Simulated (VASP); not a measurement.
# Relaxed cell of InSb: a test of cutoff and mesh, part 2 of 2

How far does the relaxed cell of InSb depend on cutoff and k mesh? The starting structure is a measured crystal structure from the Crystallography Open Database. The first relaxation on each setting starts from this cell expanded by 3 % in volume.

VASP 6.6.1.

Results so far: reference 34.67 Å³ an atom; a cutoff of 240 eV 34.36 Å³ an atom; a 5×5×5 mesh 34.81 Å³ an atom.

**5. Relaxation with a cutoff of 600 eV**

Level of this step: PBEsol; plane waves and PAW (Sb, In_d) (VASP).

Against step 2 the input has ENCUT = 600.

Contents of INCAR:

```
SYSTEM = InSb
PREC = Accurate
ENCUT = 600
EDIFF = 1E-06
NELM = 100
ISMEAR = 0
SIGMA = 0.05
LREAL = .FALSE.
ALGO = Normal
GGA = PS
NBANDS = 15
LORBIT = 11
LWAVE = .FALSE.
LCHARG = .FALSE.
KPAR = 8
IBRION = 2
NSW = 50
ISIF = 3
EDIFFG = -0.006
```

Contents of POSCAR:

```
InSb
1.0
    0.0000000000      3.2711723829      3.2711723829
    3.2711723829      0.0000000000      3.2711723829
    3.2711723829      3.2711723829      0.0000000000
Sb In
1 1
Direct
    0.7500000000      0.7500000000      0.7500000000
    0.0000000000      0.0000000000      0.0000000000
```

Contents of KPOINTS:

```
Automatic mesh
0
Gamma
10 10 10
0 0 0
```

PAW data sets: Sb and In_d (PBE family, release 64).

The run is started by

```sh
$ mpirun -np 8 vasp_std
```

What it wrote:

```text
[... set-up lines as in an earlier step ...]
 entering main loop
       N       E                     dE             d eps       ncg     rms          rms(c)
DAV:   1     0.118211978291E+03    0.11821E+03   -0.85954E+03  1410   0.132E+03
DAV:   2    -0.172985926170E+00   -0.11838E+03   -0.11491E+03  1536   0.305E+02
DAV:   3    -0.761713468693E+01   -0.74441E+01   -0.74120E+01  1760   0.788E+01
DAV:   4    -0.782777446719E+01   -0.21064E+00   -0.21057E+00  1835   0.153E+01
[...]
DAV:  10    -0.769833262423E+01    0.16577E-04   -0.40744E-05  1963   0.472E-02    0.334E-02
DAV:  11    -0.769835345000E+01   -0.20826E-04   -0.35602E-05  1571   0.506E-02    0.211E-02
DAV:  12    -0.769835403565E+01   -0.58565E-06   -0.97391E-07  1308   0.883E-03
   1 F= -.76983540E+01 E0= -.76983154E+01  d E =-.769835E+01
[...]
N       E                     dE             d eps       ncg     rms          rms(c)
DAV:   1    -0.772699917952E+01   -0.28646E-01   -0.66142E-01  1816   0.144E+01    0.104E+00
[...]
DAV:   7    -0.769914004987E+01    0.10378E-05   -0.12644E-06  1139   0.190E-02    0.234E-03
DAV:   8    -0.769913986610E+01    0.18377E-06   -0.49316E-07   817   0.121E-02
   2 F= -.76991399E+01 E0= -.76991013E+01  d E =-.785830E-03
 trial-energy change:   -0.000786  1 .order   -0.000754   -0.002315    0.000807
 step:   0.7528(harm=  0.7415)  dis= 0.00000  next Energy=    -7.699239 (dE=-0.885E-03)
[...]
N       E                     dE             d eps       ncg     rms          rms(c)
DAV:   1    -0.770092595419E+01   -0.17859E-02   -0.40915E-02  1816   0.366E+00    0.251E-01
DAV:   2    -0.769949081453E+01    0.14351E-02   -0.29750E-03  1739   0.113E+00    0.925E-02
DAV:   3    -0.769924849364E+01    0.24232E-03   -0.69786E-04  1788   0.488E-01    0.456E-02
DAV:   4    -0.769924264499E+01    0.58486E-05   -0.25082E-05  1529   0.454E-02    0.307E-02
DAV:   5    -0.769923632051E+01    0.63245E-05   -0.32602E-06  1676   0.151E-02    0.139E-02
DAV:   6    -0.769923438607E+01    0.19344E-05   -0.88624E-07  1076   0.973E-03    0.213E-03
DAV:   7    -0.769923451173E+01   -0.12567E-06   -0.27838E-07   747   0.875E-03
   3 F= -.76992345E+01 E0= -.76991959E+01  d E =-.880476E-03
[...]
reached required accuracy - stopping structural energy minimisation
```

The job ended after 19 s (8 MPI ranks of Intel Xeon 6975P-C (Granite Rapids), shared host; peak memory 2.5 GiB; 2 min of CPU time).

Parts of OUTCAR (step 5):

```text
  Total        0.0036424      0.0036424      0.0036424      0.0000000     -0.0000000     -0.0000000
  in kB        0.0841774      0.0841774      0.0841774      0.0000000     -0.0000000     -0.0000000
  external PRESSURE =       0.0841774 kB  Pullay stress =       0.0000000 kB

 POSITION                                       TOTAL-FORCE (eV/Angst)
 -----------------------------------------------------------------------------------
      4.89082      4.89082      4.89082        -0.000000     -0.000000     -0.000000
      0.00000      0.00000      0.00000         0.000000      0.000000      0.000000
 -----------------------------------------------------------------------------------
    total drift:                                0.000000      0.000000      0.000000

  FREE ENERGIE OF THE ION-ELECTRON SYSTEM (eV)
  ---------------------------------------------------
  free  energy   TOTEN  =        -7.6992345117 eV

  energy  without entropy=       -7.6991573388  energy(sigma->0) =       -7.69919593

[... 2 parts as in an earlier step ...]

[... 2 further parts left out ...]
[key lines of the parts left out:]
E-fermi :   4.7747
```

With a cutoff of 600 eV the cell ends at 34.663 Å³ an atom, -0.01 % from the reference; the bulk modulus is 42.8 GPa against 42.9 GPa.

**6. Relaxation with a 12×12×12 mesh**

Against step 2 the input has a 12×12×12 mesh.

Edit INCAR of step 5 so:

```diff
@@ -2,3 +2,3 @@
 PREC = Accurate
-ENCUT = 600
+ENCUT = 450
 EDIFF = 1E-06
```

POSCAR is that of step 5.

Contents of KPOINTS:

```
Automatic mesh
0
Gamma
12 12 12
0 0 0
```

The run is started by

```sh
$ mpirun -np 8 vasp_std
```

What it wrote:

```text
[... set-up lines as in an earlier step ...]
 entering main loop
       N       E                     dE             d eps       ncg     rms          rms(c)
DAV:   1     0.107035898340E+03    0.10704E+03   -0.72550E+03  2160   0.105E+03
DAV:   2    -0.817062625855E+00   -0.10785E+03   -0.10475E+03  2384   0.275E+02
DAV:   3    -0.763952967116E+01   -0.68225E+01   -0.67909E+01  2748   0.742E+01
DAV:   4    -0.782846179188E+01   -0.18893E+00   -0.18890E+00  2604   0.144E+01
[...]
DAV:  10    -0.769916896415E+01    0.96593E-05   -0.39954E-05  3035   0.462E-02    0.348E-02
DAV:  11    -0.769919022762E+01   -0.21263E-04   -0.35379E-05  2391   0.500E-02    0.222E-02
DAV:  12    -0.769919080412E+01   -0.57650E-06   -0.10519E-06  2076   0.933E-03
   1 F= -.76991908E+01 E0= -.76991675E+01  d E =-.769919E+01
[...]
N       E                     dE             d eps       ncg     rms          rms(c)
DAV:   1    -0.772737084026E+01   -0.28181E-01   -0.65055E-01  2762   0.143E+01    0.103E+00
[...]
DAV:   7    -0.769997139568E+01    0.10542E-05   -0.12481E-06  1753   0.187E-02    0.228E-03
DAV:   8    -0.769997121868E+01    0.17701E-06   -0.47845E-07  1220   0.118E-02
   2 F= -.76999712E+01 E0= -.76999481E+01  d E =-.780415E-03
 trial-energy change:   -0.000780  1 .order   -0.000748   -0.002277    0.000780
 step:   0.7564(harm=  0.7448)  dis= 0.00000  next Energy=    -7.700066 (dE=-0.875E-03)
[...]
N       E                     dE             d eps       ncg     rms          rms(c)
DAV:   1    -0.770167781391E+01   -0.17064E-02   -0.39099E-02  2769   0.357E+00    0.246E-01
DAV:   2    -0.770030602710E+01    0.13718E-02   -0.28419E-03  2671   0.110E+00    0.904E-02
DAV:   3    -0.770007469400E+01    0.23133E-03   -0.66417E-04  2783   0.476E-01    0.448E-02
DAV:   4    -0.770006909558E+01    0.55984E-05   -0.23926E-05  2328   0.435E-02    0.302E-02
DAV:   5    -0.770006296654E+01    0.61290E-05   -0.31042E-06  2510   0.145E-02    0.137E-02
DAV:   6    -0.770006107476E+01    0.18918E-05   -0.86629E-07  1696   0.952E-03    0.213E-03
DAV:   7    -0.770006120444E+01   -0.12968E-06   -0.26619E-07  1122   0.848E-03
   3 F= -.77000612E+01 E0= -.77000380E+01  d E =-.870400E-03
[...]
reached required accuracy - stopping structural energy minimisation
```

It took 11 s on 8 MPI ranks; peak memory 1.9 GiB; 66 s of CPU time.

Parts of OUTCAR (step 6):

```text
  Total        0.0034660      0.0034660      0.0034660      0.0000000      0.0000000     -0.0000000
  in kB        0.0800971      0.0800971      0.0800971      0.0000000      0.0000000     -0.0000000
  external PRESSURE =       0.0800971 kB  Pullay stress =       0.0000000 kB

 POSITION                                       TOTAL-FORCE (eV/Angst)
 -----------------------------------------------------------------------------------
      4.89088      4.89088      4.89088         0.000000      0.000000      0.000000
      0.00000      0.00000      0.00000        -0.000000     -0.000000     -0.000000
 -----------------------------------------------------------------------------------
    total drift:                                0.000000      0.000000      0.000000

  FREE ENERGIE OF THE ION-ELECTRON SYSTEM (eV)
  ---------------------------------------------------
  free  energy   TOTEN  =        -7.7000612044 eV

  energy  without entropy=       -7.7000148181  energy(sigma->0) =       -7.70003801

[... 1 part as in an earlier step ...]

[... 3 further parts left out ...]
[key lines of the parts left out:]
E-fermi :   4.7744
```

With a 12×12×12 mesh the cell ends at 34.665 Å³ an atom, -0.01 % from the reference; the bulk modulus is 42.9 GPa against 42.9 GPa.

**7. All runs side by side**

```csv
run,volume (Å³/atom),change (%),bulk modulus (GPa),pressure left (GPa),core minutes
reference,34.667,-,42.9,0.01,1.12
a cutoff of 240 eV,34.365,-0.87,43.9,0.01,1.12
a 5×5×5 mesh,34.811,0.42,42.7,0.01,0.827
a cutoff of 600 eV,34.663,-0.01,42.8,0.01,2.59
a 12×12×12 mesh,34.665,-0.01,42.9,0.01,1.44
```

Core minutes are wall time times ranks, summed over the relaxations behind a row (those for a bulk modulus apart), on shared hosts.

**8. Results**

| Item | Value |
| --- | --- |
| volume of the reference | 34.67 Å³/atom |
| volume against the reference, a cutoff of 240 eV | -0.87 % |
| volume against the reference, a 5×5×5 mesh | +0.42 % |
| volume against the reference, a cutoff of 600 eV | -0.01 % |
| volume against the reference, a 12×12×12 mesh | -0.01 % |

What this shows: The volume moves most with a cutoff of 240 eV: -0.87 % against the reference (450 eV, 10×10×10 mesh). On finer settings it changes by -0.01 % with a cutoff of 600 eV and -0.01 % with a 12×12×12 mesh. A cell that shrinks at the lower cutoff is the usual mark of Pulay stress, the error that a plane-wave basis makes when it is kept while the volume changes. The bulk modulus is more sensitive: it changes by +2.3 % with a cutoff of 240 eV. Further runs on this material are not shown.

[Lines on the potential files, build, host, timing and source positions are cut from VASP's logs without a mark.]

[Logs are printed without paths, hosts, clocks, repeated set-up lines and the standing remarks that a program may print on its own settings, such as how far it seeks lower states.]

[Hosts, paths, dates, database ids (printed as entryN), source tags and the programs' standing remarks are cut or masked in the printed files.]
